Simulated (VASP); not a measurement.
OSZICAR of a VASP run on VSe2 (a trial cell in the fluorite structure, space group Fm-3m):

**OSZICAR**
```
       N       E                     dE             d eps       ncg     rms          rms(c)
DAV:   1     0.174778319894E+03    0.17478E+03   -0.10882E+04  1120   0.116E+03
DAV:   2    -0.282684974916E+01   -0.17761E+03   -0.17513E+03  1155   0.336E+02
DAV:   3    -0.151623662804E+02   -0.12336E+02   -0.11669E+02  1400   0.750E+01
DAV:   4    -0.153757751972E+02   -0.21341E+00   -0.20370E+00  1246   0.957E+00
DAV:   5    -0.153775782435E+02   -0.18030E-02   -0.18005E-02  1359   0.914E-01    0.197E+01
DAV:   6    -0.185385773694E+02   -0.31610E+01   -0.10252E+02  1274   0.588E+01    0.237E+01
DAV:   7    -0.134227441083E+02    0.51158E+01   -0.46251E+01  1375   0.540E+01    0.667E+00
DAV:   8    -0.137825579511E+02   -0.35981E+00   -0.15849E+00  1204   0.734E+00    0.382E+00
DAV:   9    -0.138944516908E+02   -0.11189E+00   -0.31616E-01  1182   0.299E+00    0.157E+00
DAV:  10    -0.139310324594E+02   -0.36581E-01   -0.28768E-02  1185   0.143E+00    0.774E-01
DAV:  11    -0.139351903717E+02   -0.41579E-02   -0.63600E-03  1353   0.503E-01    0.266E-01
DAV:  12    -0.139357570639E+02   -0.56669E-03   -0.24207E-03  1260   0.339E-01    0.155E-01
DAV:  13    -0.139362531070E+02   -0.49604E-03   -0.14863E-03  1285   0.266E-01    0.809E-02
DAV:  14    -0.139363294267E+02   -0.76320E-04   -0.18244E-04  1223   0.815E-02    0.402E-02
DAV:  15    -0.139363268476E+02    0.25791E-05   -0.43113E-05  1262   0.336E-02    0.145E-02
DAV:  16    -0.139363279137E+02   -0.10661E-05   -0.67140E-06  1136   0.160E-02    0.536E-03
DAV:  17    -0.139363282666E+02   -0.35286E-06   -0.87165E-07   754   0.549E-03
   1 F= -.13936328E+02 E0= -.13935515E+02  d E =-.162562E-02  mag=     2.1893
```

Q: Which electronic solver shows in the log?

A: It is blocked Davidson (ALGO = Normal, or the opening steps of other solvers). The INCAR had ALGO = Normal.

Q: How was spin treated?

A: Collinear spin (ISPIN = 2): the summary line carries one mag value, 2.19 μB in the cell.

Q: Can the final energy be trusted as converged?

A: The run converged. It stopped with EDIFF = 1E-6, NELM = 100 (PBE GGA + U (Dudarev), plane waves, VASP's PBE PAW potentials (set 64)). The moments were started parallel, and other spin orders were not tried in this run.

The structure was generated: VSe2 was put into the fluorite type (Fm-3m), which need not be its known phase. The cell was not relaxed at this level. The k-mesh is coarse (spacing up to 0.30 per Å, 2π included), so the numbers may not be converged in it. The run is one of a series of settings (LDAU = .TRUE., LDAUJ = 0 0, LDAUL = 2 -1, LDAUTYPE = 2, LDAUU = 4.0 0 against the base run), some of them coarse on purpose.
